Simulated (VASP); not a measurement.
Calculation: RPBE GGA, VASP's PBE PAW potentials (set 64) (plane waves; VASP).

VASP ran on this input.

File KPOINTS:
```
Automatic
0
gamma
14 14 14
```

POSCAR:
```
Pd
1.0
  0.0000000000   1.9450000000   1.9450000000
  1.9450000000   0.0000000000   1.9450000000
  1.9450000000   1.9450000000   0.0000000000
Pd
1
Cartesian
  0.0000000000   0.0000000000   0.0000000000
```

INCAR:
```
GGA=RP   ! RPBE
PREC=Accurate
EDIFFG=-0.01
LMAXMIX=4   ! l cut-off of mixed one-centre charges
LCHARG=F
ISIF=3
IBRION=2   ! conjugate gradients
NELM=100
EDIFF=1E-6
ENCUT=520
LWAVE=F
NSW=60   ! most ionic steps
SYSTEM=Pd
LASPH=T
ALGO=Normal   ! blocked Davidson
SIGMA=0.1   ! width (eV)
LREAL=F   ! projection in real space or not
ISMEAR=1   ! Methfessel-Paxton
```

POTCAR, in this order: Pd (PBE.64 set). Program: vasp_std.

What VASP printed:

File OSZICAR:
```
       N       E                     dE             d eps       ncg     rms          rms(c)
DAV:   1     0.400921663305E+02    0.40092E+02   -0.53972E+03  1896   0.105E+03
DAV:   2    -0.444721399462E+01   -0.44539E+02   -0.43206E+02  2012   0.195E+02
DAV:   3    -0.481516261492E+01   -0.36795E+00   -0.36553E+00  2224   0.209E+01
DAV:   4    -0.481684014747E+01   -0.16775E-02   -0.16774E-02  2187   0.132E+00
DAV:   5    -0.481686064399E+01   -0.20497E-04   -0.20496E-04  2204   0.123E-01    0.756E+00
DAV:   6    -0.459281849717E+01    0.22404E+00   -0.97516E-01  1923   0.953E+00    0.394E+00
DAV:   7    -0.458316096559E+01    0.96575E-02   -0.60022E-03  2128   0.739E-01    0.206E+00
DAV:   8    -0.457980903993E+01    0.33519E-02   -0.10689E-03  1982   0.279E-01    0.448E-02
DAV:   9    -0.457981311013E+01   -0.40702E-05   -0.81609E-06  2240   0.323E-02    0.153E-02
DAV:  10    -0.457981768746E+01   -0.45773E-05   -0.21790E-06  2045   0.176E-02    0.308E-03
DAV:  11    -0.457981744231E+01    0.24516E-06   -0.20563E-08  1024   0.134E-03
   1 F= -.45798174E+01 E0= -.45792751E+01  d E =-.457982E+01
       N       E                     dE             d eps       ncg     rms          rms(c)
DAV:   1    -0.796425739277E+01   -0.33844E+01   -0.65069E+01  1892   0.917E+01    0.145E+01
DAV:   2    -0.456852454978E+01    0.33957E+01   -0.20218E+01  1884   0.370E+01    0.624E+00
DAV:   3    -0.456356604258E+01    0.49585E-02   -0.28313E-02  1934   0.185E+00    0.380E+00
DAV:   4    -0.456508199726E+01   -0.15160E-02   -0.32204E-02  2065   0.159E+00    0.109E-01
DAV:   5    -0.456523859831E+01   -0.15660E-03   -0.40892E-04  1971   0.171E-01    0.447E-02
DAV:   6    -0.456526340550E+01   -0.24807E-04   -0.10246E-04  2115   0.105E-01    0.253E-02
DAV:   7    -0.456525980424E+01    0.36013E-05   -0.34484E-06  2586   0.955E-03    0.334E-03
DAV:   8    -0.456526015824E+01   -0.35400E-06   -0.10413E-07   961   0.283E-03
   2 F= -.45652602E+01 E0= -.45647567E+01  d E =0.145573E-01
       N       E                     dE             d eps       ncg     rms          rms(c)
DAV:   1    -0.570736031108E+01   -0.11421E+01   -0.20333E+01  1899   0.490E+01    0.729E+00
DAV:   2    -0.461492506030E+01    0.10924E+01   -0.57000E+00  1888   0.219E+01    0.111E+00
DAV:   3    -0.461452223492E+01    0.40283E-03   -0.16880E-02  2029   0.126E+00    0.680E-01
DAV:   4    -0.461665891925E+01   -0.21367E-02   -0.11566E-02  2097   0.961E-01    0.106E-01
DAV:   5    -0.461665537376E+01    0.35455E-05   -0.78188E-05  1973   0.855E-02    0.618E-02
DAV:   6    -0.461666453722E+01   -0.91635E-05   -0.77246E-06  2163   0.331E-02    0.152E-03
DAV:   7    -0.461666453379E+01    0.34254E-08   -0.94528E-08  1393   0.252E-03
   3 F= -.46166645E+01 E0= -.46160969E+01  d E =-.368471E-01
       N       E                     dE             d eps       ncg     rms          rms(c)
DAV:   1    -0.461693927479E+01   -0.27474E-03   -0.49644E-03  1900   0.786E-01    0.109E-01
DAV:   2    -0.461667376594E+01    0.26551E-03   -0.14484E-03  1891   0.342E-01    0.281E-02
DAV:   3    -0.461667511333E+01   -0.13474E-05   -0.27142E-06  1943   0.179E-02    0.167E-02
DAV:   4    -0.461667747803E+01   -0.23647E-05   -0.26822E-06  2096   0.145E-02    0.114E-03
DAV:   5    -0.461667742580E+01    0.52231E-07   -0.21186E-08   938   0.130E-03
   4 F= -.46166774E+01 E0= -.46161096E+01  d E =-.368600E-01
```

OUTCAR:
```
------------------------ aborting loop because EDIFF is reached ----------------------------------------
  FORCE on cell =-STRESS in cart. coord.  units (eV):
  Direction    XX          YY          ZZ          XY          YZ          ZX
  --------------------------------------------------------------------------------------
  Total        0.0019028      0.0019028      0.0019028      0.0000000      0.0000000      0.0000000
  in kB        0.1934242      0.1934242      0.1934242      0.0000000      0.0000000      0.0000000
  external PRESSURE =       0.1934242 kB  Pullay stress =       0.0000000 kB
  volume of cell :       15.76
      direct lattice vectors                 reciprocal lattice vectors
     0.000000000  1.989994915  1.989994915    -0.251256923  0.251256923  0.251256923
     1.989994915  0.000000000  1.989994915     0.251256923 -0.251256923  0.251256923
     1.989994915  1.989994915  0.000000000     0.251256923  0.251256923 -0.251256923
 POSITION                                       TOTAL-FORCE (eV/Angst)
 -----------------------------------------------------------------------------------
      0.00000      0.00000      0.00000         0.000000      0.000000      0.000000
 -----------------------------------------------------------------------------------
    total drift:                                0.000000      0.000000      0.000000
  FREE ENERGIE OF THE ION-ELECTRON SYSTEM (eV)
  ---------------------------------------------------
  free  energy   TOTEN  =        -4.6166774258 eV

  energy  without entropy=       -4.6149739217  energy(sigma->0) =       -4.61610959

 reached required accuracy - stopping structural energy minimisation
```
(Selected blocks of OUTCAR.)

CONTCAR:
```
Pd
   1.00000000000000
     0.0000000000000000    1.9899949148013063    1.9899949148013063
     1.9899949148013063    0.0000000000000000    1.9899949148013063
     1.9899949148013063    1.9899949148013063    0.0000000000000000
  Pd
     1
Direct
     0.0000000000000000    0.0000000000000000    0.0000000000000000
```

Energy and stress use the plane-wave basis of the starting cell.

The compound is Pd in the fcc structure. This run relaxes it. Symmetry was kept, so distortions that lower it aren't found.
